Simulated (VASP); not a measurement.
Output of a VASP run:

**OSZICAR**
```
...
DAV:   9    -0.274422007325E+01    0.37137E-04   -0.24911E-04  6808   0.255E-01    0.299E-02
DAV:  10    -0.274422314059E+01   -0.30673E-05   -0.20793E-05  5352   0.483E-02    0.327E-03
DAV:  11    -0.274422302689E+01    0.11370E-06   -0.29575E-07  5344   0.975E-03    0.228E-03
DAV:  12    -0.274422282430E+01    0.20259E-06   -0.44998E-08  3240   0.491E-03    0.501E-04
DAV:  13    -0.274422283557E+01   -0.11277E-07   -0.74966E-09  2944   0.927E-04
   1 F= -.27442228E+01 E0= -.27442343E+01  d E =-.274422E+01
       N       E                     dE             d eps       ncg     rms          rms(c)
DAV:   1    -0.277647819542E+01   -0.32255E-01   -0.58566E-01  5608   0.741E+00    0.105E+00
DAV:   2    -0.275845915957E+01    0.18019E-01   -0.17716E-02  5272   0.265E+00    0.628E-01
DAV:   3    -0.274882102830E+01    0.96381E-02   -0.12243E-02  6784   0.211E+00    0.723E-02
DAV:   4    -0.274892493737E+01   -0.10391E-03   -0.13561E-03  5216   0.434E-01    0.427E-02
DAV:   5    -0.274892046800E+01    0.44694E-05   -0.11837E-05  5712   0.799E-02    0.521E-03
DAV:   6    -0.274891952836E+01    0.93964E-06   -0.11976E-06  6392   0.181E-02    0.127E-03
DAV:   7    -0.274891952480E+01    0.35611E-08   -0.14387E-07  3184   0.495E-03
   2 F= -.27489195E+01 E0= -.27489805E+01  d E =-.469669E-02
       N       E                     dE             d eps       ncg     rms          rms(c)
DAV:   1    -0.278277331726E+01   -0.33854E-01   -0.66800E-01  5640   0.791E+00    0.112E+00
DAV:   2    -0.276193999834E+01    0.20833E-01   -0.20404E-02  5248   0.281E+00    0.670E-01
DAV:   3    -0.275086115372E+01    0.11079E-01   -0.14452E-02  6752   0.224E+00    0.779E-02
DAV:   4    -0.275097765075E+01   -0.11650E-03   -0.15540E-03  5080   0.466E-01    0.470E-02
DAV:   5    -0.275097211536E+01    0.55354E-05   -0.15351E-05  5672   0.842E-02    0.601E-03
DAV:   6    -0.275097092902E+01    0.11863E-05   -0.14468E-06  6440   0.207E-02    0.125E-03
DAV:   7    -0.275097093646E+01   -0.74447E-08   -0.16588E-07  3496   0.518E-03
   3 F= -.27509709E+01 E0= -.27508091E+01  d E =-.674810E-02
       N       E                     dE             d eps       ncg     rms          rms(c)
DAV:   1    -0.275288518495E+01   -0.19143E-02   -0.37978E-02  5616   0.189E+00    0.266E-01
DAV:   2    -0.275172177415E+01    0.11634E-02   -0.11341E-03  5256   0.676E-01    0.159E-01
DAV:   3    -0.275109576047E+01    0.62601E-03   -0.79760E-04  6728   0.525E-01    0.185E-02
DAV:   4    -0.275110259058E+01   -0.68301E-05   -0.86635E-05  5104   0.111E-01    0.104E-02
DAV:   5    -0.275110196782E+01    0.62276E-06   -0.62893E-07  5752   0.239E-02    0.864E-04
DAV:   6    -0.275110194283E+01    0.24990E-07   -0.60593E-08  2752   0.324E-03
   4 F= -.27511019E+01 E0= -.27509469E+01  d E =-.687911E-02
       N       E                     dE             d eps       ncg     rms          rms(c)
DAV:   1    -0.275217891966E+01   -0.10770E-02   -0.22568E-02  5624   0.146E+00    0.205E-01
DAV:   2    -0.275148822834E+01    0.69069E-03   -0.67363E-04  5240   0.521E-01    0.123E-01
DAV:   3    -0.275111444498E+01    0.37378E-03   -0.47445E-04  6752   0.404E-01    0.143E-02
DAV:   4    -0.275111854560E+01   -0.41006E-05   -0.51097E-05  5120   0.848E-02    0.798E-03
DAV:   5    -0.275111809073E+01    0.45487E-06   -0.37113E-07  5592   0.188E-02    0.651E-04
DAV:   6    -0.275111808297E+01    0.77621E-08   -0.37819E-08  2640   0.259E-03
   5 F= -.27511181E+01 E0= -.27509938E+01  d E =-.689525E-02
```

File OUTCAR:
```
------------------------ aborting loop because EDIFF is reached ----------------------------------------
  FORCE on cell =-STRESS in cart. coord.  units (eV):
  Direction    XX          YY          ZZ          XY          YZ          ZX
  --------------------------------------------------------------------------------------
  Total        0.6510608      0.6510611      0.6342925      0.0000000     -0.0000000      0.0000000
  in kB       38.2244332     38.2244477     37.2399453      0.0000000     -0.0000000      0.0000000
  external PRESSURE =      37.8962754 kB  Pullay stress =       0.0000000 kB
  volume of cell :       27.29
      direct lattice vectors                 reciprocal lattice vectors
     1.294049958 -2.241360702  0.000000000     0.386383846 -0.223078775  0.000000000
     1.294049958  2.241360702 -0.000000000     0.386383846  0.223078775  0.000000000
     0.000000000  0.000000000  4.704335773     0.000000000  0.000000000  0.212569861
 POSITION                                       TOTAL-FORCE (eV/Angst)
 -----------------------------------------------------------------------------------
      1.29405      0.74712      1.17608        -0.000000      0.000000      0.000000
      1.29405     -0.74712      3.52825         0.000000      0.000000      0.000000
 -----------------------------------------------------------------------------------
    total drift:                                0.000012      0.000060      0.000004
  FREE ENERGIE OF THE ION-ELECTRON SYSTEM (eV)
  ---------------------------------------------------
  free  energy   TOTEN  =        -2.7511180830 eV

  energy  without entropy=       -2.7507453735  energy(sigma->0) =       -2.75099385

 reached required accuracy - stopping structural energy minimisation
```
(Selected blocks of OUTCAR.)

POSCAR:
```
Zn
1
    1.3094158039    -2.2679751145     0.0000000000
    1.3094158039     2.2679751145     0.0000000000
    0.0000000000     0.0000000000     4.5945739400
Zn
2
Direct
  0.3333330000   0.6666670000   0.2500000000
  0.6666670000   0.3333330000   0.7500000000
```

**Question.** Reconstruct the remaining input files.

**Answer.** One answer among several that fit: the input of the run itself, AM05 GGA, plane waves, VASP's PBE PAW potentials (set 64).

**KPOINTS**
```
K-points
0
G
 16 16 8
```

### INCAR
```
! general
SYSTEM   =  Zn
PREC     =  Accurate
ENCUT    =  520
LREAL    =  .FALSE.
LASPH    =  .TRUE.

! electronic loop
EDIFF    =  1E-7
NELM     =  100
ALGO     =  Normal
LMAXMIX  =  4

! smearing
ISMEAR   =  1
SIGMA    =  0.1

! functional
GGA      =  AM

! ions
IBRION   =  2
NSW      =  30
ISIF     =  4
EDIFFG   =  -0.01

! output
LWAVE    =  .FALSE.
LCHARG   =  .FALSE.
```

POTCAR, in this order: Zn (PBE.64 set). Program: vasp_std.

The compound is Zn in the hcp structure. This cell is one point of a volume scan, at 0.97 of the reference volume. Symmetry was kept, so distortions that lower it aren't found.
